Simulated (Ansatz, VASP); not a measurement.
**SbAs in VASP and in Ansatz**

INCAR

```
PREC = Accurate ; ENCUT = 520
EDIFF = 1E-6 ; ISMEAR = 0
SIGMA = 0.05 ; LREAL = F
LASPH = T ; NELM = 100
ALGO = Fast ; ISIF = 2
LWAVE = F ; LCHARG = F
GGA = CA ; NBANDS = 12
```

File KPOINTS:

```
regular mesh
0
Gamma
  6 6 6
```

POSCAR

```
SbAs
1.0
    3.5171373852      0.0000000000      0.0000000000
    0.0000000000      3.5171373852      0.0000000000
    0.0000000000      0.0000000000      3.5171373852
Sb As
1 1
Direct
    0.0000000000      0.0000000000      0.0000000000
    0.5000000000      0.5000000000      0.5000000000
```

Input for Ansatz:

```yaml
crystal:
  lattice:
    - [3.5171373852, 0.0, 0.0]
    - [0.0, 3.5171373852, 0.0]
    - [0.0, 0.0, 3.5171373852]
  atoms:
    - { symbol: Sb, position: [0.0, 0.0, 0.0] }
    - { symbol: As, position: [0.5, 0.5, 0.5] }
basis:
  ecutwfc: 420
kpoints:
  mp_grid: { grid: [6, 6, 6] }
hamiltonian:
  xc: lda
scf:
  occupations: { method: gaussian, width: 0.05 }
output:
  forces: true
  stress: true
  eigenvalues: true
```

Measurements of this composition are mostly on another form, of space group No. 160.

Alike in both runs: task single point; functional LDA; k mesh 6 × 6 × 6; occupations gaussian, width 0.05 eV; no spin polarisation.

```csv
,VASP,Ansatz
version,VASP 6.6.1,Ansatz 0.2.0
potentials or method,"VASP PAW LDA potentials, release 64 (Sb, As)","scalar-relativistic, plane waves, PAW"
plane-wave cutoff (eV),520,420
valence electrons in the cell,10,30
```

Ansatz gave:

```
gap on the k mesh at the Fermi level (eV) : none
pressure (GPa)                            : 0.2
```

Question: Estimate VASP's values.

Answer: gap on the k mesh at the Fermi level (eV): none; pressure (GPa): 0.3.

A gap of «none» marks a metal or a gap that the smearing closes. The two sets of potentials don't hold the same shells in valence.

The runs have no spin-orbit coupling, so splittings on Sb are missing.
